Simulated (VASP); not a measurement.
Computed with RPBE GGA, VASP's PBE PAW potentials (set 64) (plane waves; VASP).

VASP input:

KPOINTS:
```
Automatic mesh
0
Gamma
7 7 4
0 0 0
```

**POSCAR**
```
SiC
1
    1.5524254050    -2.6888794269     0.0000000000
    1.5524254050     2.6888794269     0.0000000000
    0.0000000000    -0.0000000000     5.0974077463
Si C
2 2
Direct
  0.6666670000   0.3333330000   0.4995633789
  0.3333330000   0.6666670000   0.9995633789
  0.6666670000   0.3333330000   0.8754366211
  0.3333330000   0.6666670000   0.3754366211
```

INCAR:
```
ISMEAR=0   # Gaussian
ENCUT=520   # plane-wave cut-off (eV)
LREAL=.FALSE.   # projection in real space or not
PREC=Accurate
SIGMA=0.05   # width (eV)
ISIF=3
GGA=RP   # RPBE
EDIFFG=-0.02   # ionic stop
SYSTEM=SiC
ALGO=Normal   # blocked Davidson
LCHARG=.FALSE.
LASPH=.TRUE.   # aspherical one-centre terms
NELM=100   # most electronic steps
LWAVE=.FALSE.
NSW=60
IBRION=2
EDIFF=1E-6
```

POTCAR, in this order: Si C (PBE.64 set). Program: vasp_std.

Problem. What does the run give for the energy per atom (σ→0)?

Solution. 
| Quantity | Result |
|---|---|
| energy per atom (σ→0) | -7.159 eV/atom |

OSZICAR:
```
...
DAV:   7    -0.286383322816E+02    0.71626E-01   -0.88642E-01   736   0.623E+00    0.256E+00
DAV:   8    -0.286331374584E+02    0.51948E-02   -0.44013E-02   656   0.160E+00    0.553E-01
DAV:   9    -0.286339128545E+02   -0.77540E-03   -0.69977E-03   708   0.671E-01    0.153E-01
DAV:  10    -0.286344322915E+02   -0.51944E-03   -0.96526E-04   632   0.234E-01    0.518E-02
DAV:  11    -0.286344609855E+02   -0.28694E-04   -0.18379E-04   708   0.103E-01    0.859E-03
DAV:  12    -0.286344642214E+02   -0.32359E-05   -0.68322E-06   700   0.220E-02    0.369E-03
DAV:  13    -0.286344648111E+02   -0.58970E-06   -0.72741E-07   484   0.734E-03
   1 F= -.28634465E+02 E0= -.28634465E+02  d E =-.286345E+02
```

The compound is SiC in the wurtzite structure, the rare 2H polytype. It was relaxed first. The start is the result of an earlier pass.
